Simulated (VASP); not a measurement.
All values below come from PBE GGA, VASP's PBE PAW potentials (set 64) (plane waves; VASP).

VASP input:

**KPOINTS**
```
Automatic mesh
0
gamma
 6 6 6
```

### POSCAR
```
Al2O3
1.0
  4.5843526582  -2.4016698017   0.0000605039
  4.5843526582   2.4016698017   0.0000605039
  3.3261037233   0.0000000000   3.9650145106
Al O
4 6
Cartesian
 10.6472268390  -0.0000000000   3.3788189301
  4.3998223192  -0.0000000000   1.3962511709
  1.8475822007   0.0000000000   0.5863165883
  8.0949867205  -0.0000000000   2.5688843475
  4.7867541216  -0.9308422102   2.9737911349
  5.1720417346   1.6662560060   1.7596850684
  7.7080549181   0.9308422102   0.9913443835
  6.8350935963   0.7354137957   3.7421923237
  7.3227673051  -1.6662560060   2.2054504500
  5.6597154434  -0.7354137957   0.2229431947
```

INCAR:
```
ALGO = Normal
EDIFF = 1E-6
EDIFFG = -0.01
ENCUT = 480
GGA = PE
IBRION = 2
ISIF = 3
ISMEAR = 0
LASPH = .TRUE.
LCHARG = .FALSE.
LREAL = .FALSE.
LWAVE = .FALSE.
NELM = 100
NSW = 60
PREC = Accurate
SIGMA = 0.05
SYSTEM = Al2O3
```

POTCAR, in this order: Al O (PBE.64 set). Program: vasp_std.

### Question
What does the run give for the energy per atom (σ→0), volume per atom, band gap (on the k-mesh)?

### Answer

| Property | Value |
|---|---|
| energy per atom (σ→0) | -7.482 eV/atom |
| band gap (on the k-mesh) | 5.87 eV |
| volume per atom | 8.74 Å³/atom |

File OSZICAR:
```
...
   2 F= -.74818215E+02 E0= -.74818215E+02  d E =-.204839E-04
       N       E                     dE             d eps       ncg     rms          rms(c)
DAV:   1    -0.748187004354E+02   -0.48481E-03   -0.86096E-03  2250   0.675E-01    0.150E-01
DAV:   2    -0.748183149808E+02    0.38545E-03   -0.17459E-03  2190   0.246E-01    0.222E-02
DAV:   3    -0.748183104422E+02    0.45386E-05   -0.29931E-05  2236   0.334E-02    0.986E-03
DAV:   4    -0.748183083422E+02    0.20999E-05   -0.25309E-06  1476   0.118E-02    0.220E-03
DAV:   5    -0.748183085371E+02   -0.19482E-06   -0.27917E-07  1278   0.370E-03
   3 F= -.74818309E+02 E0= -.74818309E+02  d E =-.114220E-03
```

The compound is Al2O3 in the corundum structure. This run relaxes it. Symmetry was kept, so distortions that lower it aren't found. The start is the result of an earlier pass.
